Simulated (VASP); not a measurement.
Calculation: PBE GGA, VASP's PBE PAW potentials (set 64) (plane waves; VASP).

A VASP calculation is set up with these files.

POSCAR:
```
Pt
1
    0.0000000000     1.9831561053     1.9831561053
    1.9831561053     0.0000000000     1.9831561053
    1.9831561053     1.9831561053     0.0000000000
Pt
1
Direct
  0.0000000000   0.0000000000   0.0000000000
```

File KPOINTS:
```
Automatic mesh
0
Gamma
16 16 16
0 0 0
```

**INCAR**
```
# general
SYSTEM   =  Pt
PREC     =  Accurate
ENCUT    =  520
LREAL    =  .FALSE.
LASPH    =  .TRUE.

# electronic loop
EDIFF    =  1E-7
NELM     =  100
ALGO     =  Normal
LMAXMIX  =  6

# smearing
ISMEAR   =  1
SIGMA    =  0.1

# functional
GGA      =  PE

# ions
ISIF     =  2

# output
LWAVE    =  .FALSE.
LCHARG   =  .FALSE.
```

POTCAR, in this order: Pt (PBE.64 set). Program: vasp_std.

Output of the run:

**OSZICAR**
```
       N       E                     dE             d eps       ncg     rms          rms(c)
DAV:   1     0.368504318889E+02    0.36850E+02   -0.54762E+03  2682   0.103E+03
DAV:   2    -0.604928508148E+01   -0.42900E+02   -0.41384E+02  2735   0.186E+02
DAV:   3    -0.647775639717E+01   -0.42847E+00   -0.41874E+00  3095   0.190E+01
DAV:   4    -0.647919807340E+01   -0.14417E-02   -0.14415E-02  2933   0.116E+00
DAV:   5    -0.647920772360E+01   -0.96502E-05   -0.96486E-05  2961   0.873E-02    0.117E+01
DAV:   6    -0.613568166231E+01    0.34353E+00   -0.93249E-01  2669   0.874E+00    0.617E+00
DAV:   7    -0.609900539881E+01    0.36676E-01   -0.15126E-01  2804   0.341E+00    0.246E+00
DAV:   8    -0.609578265732E+01    0.32227E-02   -0.52747E-03  2852   0.708E-01    0.503E-01
DAV:   9    -0.609561177945E+01    0.17088E-03   -0.13751E-04  2759   0.118E-01    0.149E-02
DAV:  10    -0.609561680983E+01   -0.50304E-05   -0.26897E-06  3045   0.145E-02    0.322E-03
DAV:  11    -0.609561682480E+01   -0.14967E-07   -0.45827E-08  2186   0.216E-03
   1 F= -.60956168E+01 E0= -.60952866E+01  d E =-.990733E-03
```

File OUTCAR:
```
------------------------ aborting loop because EDIFF is reached ----------------------------------------
  FORCE on cell =-STRESS in cart. coord.  units (eV):
  Direction    XX          YY          ZZ          XY          YZ          ZX
  --------------------------------------------------------------------------------------
  Total        0.0024982      0.0024982      0.0024982     -0.0000000      0.0000000      0.0000000
  in kB        0.2565836      0.2565836      0.2565836     -0.0000000      0.0000000      0.0000000
  external PRESSURE =       0.2565836 kB  Pullay stress =       0.0000000 kB
  volume of cell :       15.60
      direct lattice vectors                 reciprocal lattice vectors
     0.000000000  1.983156105  1.983156105    -0.252123370  0.252123370  0.252123370
     1.983156105  0.000000000  1.983156105     0.252123370 -0.252123370  0.252123370
     1.983156105  1.983156105  0.000000000     0.252123370  0.252123370 -0.252123370
 POSITION                                       TOTAL-FORCE (eV/Angst)
 -----------------------------------------------------------------------------------
      0.00000      0.00000      0.00000        -0.000000     -0.000000     -0.000000
 -----------------------------------------------------------------------------------
    total drift:                                0.000000     -0.000000     -0.000000
  FREE ENERGIE OF THE ION-ELECTRON SYSTEM (eV)
  ---------------------------------------------------
  free  energy   TOTEN  =        -6.0956168248 eV

  energy  without entropy=       -6.0946260920  energy(sigma->0) =       -6.09528658
```
(Selected blocks of OUTCAR.)

### OUTCAR
```
 val. band max:       10.5913090782   @ k =  -0.2500   0.1250   0.0000

 cond. band min:      10.6171643335   @ k =   0.5000   0.5000   0.0000


 Fermi energy:        10.5963219564

 k-point     1 :       0.0000    0.0000    0.0000
  band No.  band energies     occupation
      1       0.7854      2.00000
      2       7.0354      2.00000
      3       7.0354      2.00000
      4       7.0354      2.00000
      5       9.0731      2.00000
      6       9.0731      2.00000
      7      25.3556      0.00000
      8      30.1321      0.00000
      9      30.1321      0.00000

 k-point     2 :       0.0625    0.0000    0.0000
  band No.  band energies     occupation
      1       0.9376      2.00000
      2       6.9695      2.00000
      3       7.0949      2.00000
      4       7.0949      2.00000
      5       9.0406      2.00000
      6       9.0406      2.00000
      7      25.5862      0.00000
      8      29.3139      0.00000
      9      30.3603      0.00000

 k-point     3 :       0.1250    0.0000    0.0000
  band No.  band energies     occupation
      1       1.3770      2.00000
      2       6.8079      2.00000
      3       7.2438      2.00000
      4       7.2438      2.00000
      5       8.9800      2.00000
      6       8.9800      2.00000
      7      26.1879      0.00000
      8      27.6750      0.00000
      9      31.0160      0.00000

 k-point     4 :       0.1875    0.0000    0.0000
  band No.  band energies     occupation
      1       2.0405      2.00000
      2       6.6572      2.00000
      3       7.3834      2.00000
      4       7.3834      2.00000
      5       9.0054      2.00000
      6       9.0054      2.00000
      7      25.7796      0.00000
      8      26.8741      0.00000
      9      31.9970      0.00000

 k-point     5 :       0.2500    0.0000    0.0000
  band No.  band energies     occupation
      1       2.7797      2.00000
      2       6.7076      2.00000
      3       7.3912      2.00000
...
```

Unless said otherwise, spin-orbit coupling is left out, though it shifts the bands of the heavy elements here.

The compound is Pt in the fcc structure. It was relaxed first.
